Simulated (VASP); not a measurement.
The system is BaZrO3.

```
CELL_PARAMETERS angstrom
4.20000 0.00000 0.00000
0.00000 4.20000 0.00000
0.00000 0.00000 4.20000
ATOMIC_POSITIONS crystal
Ba 0.00000 0.00000 0.00000
Zr 0.50000 0.50000 0.50000
O 0.50000 0.50000 0.00000
O 0.00000 0.50000 0.50000
O 0.50000 0.00000 0.50000
```

The cell was built by a generator and needn't be a form met in nature.

```yaml
Program: VASP 6.6.1
Task: relaxation of cell and atoms
Functional: PBE
Potentials_or_basis: VASP PAW PBE potentials, release 64 (Ba_sv, Zr_sv, O)
Cutoff: 600 eV
k_mesh: 6 × 6 × 6
Occupations: gaussian, width 0.02 eV
Spin: no spin polarisation
```

At the start: pressure 3.9 GPa; volume 14.82 Å³/atom.

Problem. How do energy, volume and symmetry change on relaxing?

Solution. Over 3 steps the energy falls by 4.4 meV/atom and the volume is 15.19 Å³/atom (+2.5 %); space group Pm-3m (No. 221, to 0.05 Å).

The path:
| step | energy change (eV) | largest force (eV/Å) | pressure (GPa) | volume (Å³) |
| --- | --- | --- | --- | --- |
| 1 | 0.0000 | 0.0000 | 3.89 | 74.09 |
| 2 | 0.0029 | 0.0000 | -3.78 | 78.01 |
| 3 | -0.0220 | 0.0000 | -0.01 | 75.95 |

Final structure:
```
Ba Zr O
1.0
     4.23495    0.00000    0.00000
     0.00000    4.23495    0.00000
     0.00000    0.00000    4.23495
Ba Zr O
1 1 3
Direct
  0.00000 0.00000 0.00000
  0.50000 0.50000 0.50000
  0.50000 0.50000 0.00000
  0.00000 0.50000 0.50000
  0.50000 0.00000 0.50000
```
